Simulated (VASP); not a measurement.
A convergence study with VASP on TiB$_{2}$ (AlB2 type): one setting is varied, all else stays as given below, so the limit is that of these other settings.

```yaml
crystal:
  lattice:
    - [1.51500, -2.62406, 0.00000]
    - [1.51500, 2.62406, 0.00000]
    - [0.00000, 0.00000, 3.23000]
  atoms:
    - { symbol: Ti, position: [0.00000, 0.00000, 0.00000] }
    - { symbol: B, position: [0.33333, 0.66667, 0.50000] }
    - { symbol: B, position: [0.66667, 0.33333, 0.50000] }
```

These are PBE GGA, VASP's PBE PAW potentials (set 64) (plane waves; VASP 6.6.1) values and carry that method's errors. The tightest run used: 700 eV cut-off, 21×21×18 Γ-centred mesh, tetrahedra with Blöchl corrections, potentials Ti_sv B.

The settings run are 3×3×3 mesh; 4×4×3 mesh; 5×5×4 mesh; 6×6×5 mesh; 7×7×6 mesh; 8×8×7 mesh; 9×9×8 mesh; 10×10×8 mesh; 11×11×9 mesh; 12×12×10 mesh; 13×13×11 mesh; 14×14×12 mesh; 15×15×13 mesh; 16×16×14 mesh; 17×17×14 mesh; 18×18×15 mesh; 19×19×16 mesh; 20×20×17 mesh; 21×21×18 mesh. From which on does the stress (every component) stay within 0.5 GPa of the tightest run?

From 11×11×9 mesh on: it is off by 0.05 there and by no more than 0.5 in any finer run, while 10×10×8 mesh is off by 0.60.
| setting | E (eV/atom) | pressure (GPa) | irreducible k-points | difference judged (GPa) |
|---|---|---|---|---|
| 3×3×3 mesh | -8.1642 | -0.83 | 6 | 4.59 |
| 4×4×3 mesh | -8.1291 | 0.51 | 8 | 1.17 |
| 5×5×4 mesh | -8.1350 | 0.37 | 15 | 1.32 |
| 6×6×5 mesh | -8.1304 | 0.40 | 21 | 1.47 |
| 7×7×6 mesh | -8.1419 | 0.19 | 32 | 0.74 |
| 8×8×7 mesh | -8.1457 | 0.13 | 40 | 0.47 |
| 9×9×8 mesh | -8.1425 | 0.20 | 60 | 0.43 |
| 10×10×8 mesh | -8.1418 | 0.22 | 70 | 0.60 |
| 11×11×9 mesh | -8.1431 | 0.17 | 80 | 0.05 |
| 12×12×10 mesh | -8.1439 | 0.15 | 114 | 0.41 |
| 13×13×11 mesh | -8.1439 | 0.16 | 126 | 0.09 |
| 14×14×12 mesh | -8.1440 | 0.16 | 168 | 0.13 |
| 15×15×13 mesh | -8.1440 | 0.15 | 189 | 0.10 |
| 16×16×14 mesh | -8.1442 | 0.15 | 240 | 0.04 |
| 17×17×14 mesh | -8.1443 | 0.14 | 264 | 0.00 |
| 18×18×15 mesh | -8.1442 | 0.15 | 296 | 0.08 |
| 19×19×16 mesh | -8.1442 | 0.15 | 360 | 0.01 |
| 20×20×17 mesh | -8.1442 | 0.14 | 396 | 0.02 |
| 21×21×18 mesh | -8.1442 | 0.14 | 480 | 0.00 |

Left out are rungs that failed or repeat a setting and relaxations that didn't move; long series are thinned to 24 rows.

The compound is TiB2 in the AlB2 type structure. The cell was not relaxed at this level.
